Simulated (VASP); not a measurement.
Input:

```xyz
8
Lattice="5.6605 0.0000 0.0000 0.0000 5.6605 0.0000 0.0000 0.0000 5.6605" Properties=species:S:1:pos:R:3 pbc="T T T"
Ga     5.6605     0.0000     5.6605
Ga     2.8302     2.8302     0.0000
Ga     2.8302     0.0000     2.8302
As     1.4152     1.4150     1.4150
As     4.2452     4.2455     1.4150
As     4.2452     1.4150     4.2455
As     1.4152     4.2455     4.2455
Al     0.0000     2.8302     2.8302
```

Computed with PBEsol GGA, VASP's PBE PAW potentials (set 64) (plane waves; VASP). Settings: 400 eV cut-off, Gaussian smearing of 0.050 eV, potentials Ga_d As Al.

Q: Give the energies of bands 23 to 36 at the high-symmetry points, in eV from the valence-band maximum.

A: 
```csv
band,Γ,X,M,R
23,-2.56,-3.57,-4.80,-5.92
24,-2.56,-3.50,-3.29,-1.09
25,-2.56,-3.41,-3.25,-1.09
26,-2.54,-3.23,-3.25,-1.09
27,-2.54,-3.23,-3.21,-1.05
28,-2.54,-1.65,-1.17,-1.05
29,0.00,-1.65,-1.13,-1.01
30,0.00,-1.54,-1.13,-1.01
31,0.00,-1.54,-1.08,-1.01
32,0.77,1.95,2.65,0.99
33,1.37,2.14,2.78,0.99
34,1.37,3.27,2.78,0.99
35,1.37,3.32,3.16,1.96
36,1.50,4.51,5.53,4.37
```

The gap is direct, 0.77 eV, from the valence maximum at Γ to the conduction minimum at Γ.

The structure was generated: AlGa3As4 was put into an ordered model structure (P-43m), which need not be its known phase. It was relaxed first.
